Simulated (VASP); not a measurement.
The input files of a VASP run:

File POSCAR:
```
Ni3Al
1.0
  3.4794188083   0.0000000000   0.0000000000
  0.0000000000   3.4794188083   0.0000000000
  0.0000000000   0.0000000000   3.4794188083
Al Ni
1 3
Cart
  0.0000000000   0.0000000000   0.0000000000
  0.0000000000   1.7397094042   1.7397094042
  1.7397094042   0.0000000000   1.7397094042
  1.7397094042   1.7397094042   0.0000000000
```

**INCAR**
```
! general
SYSTEM  = Ni3Al
PREC    = Accurate
ENCUT   = 500
LREAL   = .False.
LASPH   = .True.

! electronic loop
EDIFF   = 1E-6
NELM    = 100
ALGO    = Normal
LMAXMIX = 4

! smearing
ISMEAR  = 1
SIGMA   = 0.1

! spin
ISPIN   = 2
MAGMOM  = -0.0 0.2 0.2 0.2

! ions
IBRION  = 2
NSW     = 40
ISIF    = 3
EDIFFG  = -0.02

! output
LWAVE   = .False.
LCHARG  = .False.
LORBIT  = 10
```

### KPOINTS
```
K-points
0
Gamma
9 9 9
0 0 0
```

POTCAR, in this order: Al Ni (LDA.64 set). Program: vasp_std.

Q: Write an equivalent input for Quantum ESPRESSO's pw.x.

A: One equivalent input (not run):
```
&CONTROL
  calculation = 'vc-relax'
  pseudo_dir = './pseudo'
  outdir = './out'
  tprnfor = .true.
  tstress = .true.
  nstep = 40
  forc_conv_thr = 0.00078
/
&SYSTEM
  ibrav = 0
  nat = 4
  ntyp = 2
  ecutwfc = 98
  occupations = 'smearing'
  smearing = 'methfessel-paxton'
  degauss = 0.00735
  input_dft = 'pz'
  nspin = 2
  starting_magnetization(2) = 0.02
/
&ELECTRONS
  conv_thr = 7.3e-08
  electron_maxstep = 100
/
&IONS
/
&CELL
/
ATOMIC_SPECIES
  Al 26.982 Al.upf
  Ni 58.693 Ni.upf
CELL_PARAMETERS angstrom
     3.4794188    0.0000000    0.0000000
    -0.0000000    3.4794188    0.0000000
    -0.0000000   -0.0000000    3.4794188
ATOMIC_POSITIONS crystal
  Al   0.0000000  0.0000000  0.0000000
  Ni   0.0000000  0.5000000  0.5000000
  Ni   0.5000000  0.0000000  0.5000000
  Ni   0.5000000  0.5000000  0.0000000
K_POINTS automatic
  9 9 9 0 0 0
```
Limits of the translation: the potentials are each code's own (VASP's PAW set, PseudoDojo norm-conserving files in pw.x), so ENCUT and ecutwfc are chosen apart and not converted; conv_thr bounds pw.x's estimated SCF error, while EDIFF bounds the energy change between steps; starting_magnetization is a fraction of the valence charge and MAGMOM a moment in μB, so they match only roughly; forc_conv_thr acts on force components and is met together with etot_conv_thr.

The compound is Ni3Al in the L1_2 structure. It was relaxed first, which changed the volume by -7 %.
